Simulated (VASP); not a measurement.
Data:

```
CELL_PARAMETERS angstrom
      2.78788     0.00000     0.00000
     -1.39394     2.41437     0.00000
      0.00000     0.00000     6.95819
ATOMIC_POSITIONS crystal
  W  0.33333 0.66667 0.03517
  W  0.66667 0.33333 0.53517
  O  0.33333 0.66667 0.33983
  O  0.66667 0.33333 0.83983
```

Level of theory: r2SCAN meta-GGA, VASP's PBE PAW potentials (set 64) (plane waves; VASP). Numerical set-up: 520 eV cut-off, 14×14×5 Γ-centred mesh, tetrahedra with Blöchl corrections, potentials W_sv O.

For a metal the tetrahedron method with Blöchl corrections gives inexact stress and forces.

### Question
Which forces act on the atoms, in eV/Å?

### Answer

```
atom     Fx     Fy      Fz
----  -----  -----  ------
W1    0.000  0.000  -0.074
W2    0.000  0.000  -0.074
O3    0.000  0.000   0.074
O4    0.000  0.000   0.074
```

### Question
Give the stress tensor in GPa (positive for a compressed cell).

### Answer

```
0.12  0.00  0.00
0.00  0.12  0.00
0.00  0.00  0.47
```
The pressure is its mean diagonal, 0.24 GPa.

The structure was generated: WO was put into the wurtzite type (P6_3mc), which need not be its known phase. It was relaxed first, which changed the volume by -36 %.
